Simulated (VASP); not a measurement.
# C₆Si₂ (ordered alloy cell): computed properties

Computed with PBEsol GGA, VASP's PBE PAW potentials (set 64) (plane waves; VASP).

| Item | Value |
|---|---|
| space group | Cmcm (63) |
| cell | a = 6.072 Å, b = 8.238 Å, c = 2.615 Å, α = β = γ = 90.00° |
| volume per atom | 8.17 Å³/atom |
| band gap (over mesh and band path) | none (metal, semimetal or under 0.01 eV) |
| density | 3.26 g/cm³ |

```
C3Si
1.0
   -0.29783     3.99550     4.11890
    3.99550    -0.29783     4.11890
    1.84883     1.84883     0.00000
Si C
2 6
Cartesian
  3.69767   3.69767   7.91687
  0.92442   0.92442   1.35065
  3.61611   5.62807   6.24901
  2.85482   0.84285   3.01851
  5.62807   3.61611   6.24901
  0.84285   2.85482   3.01851
  3.69767   3.69767   4.14138
  2.77325   2.77325   5.12614
```

The structure was generated: C6Si2 was put into an ordered model structure (Cmcm), which need not be its known phase. It was relaxed first. Symmetry was kept, so distortions that lower it aren't found.
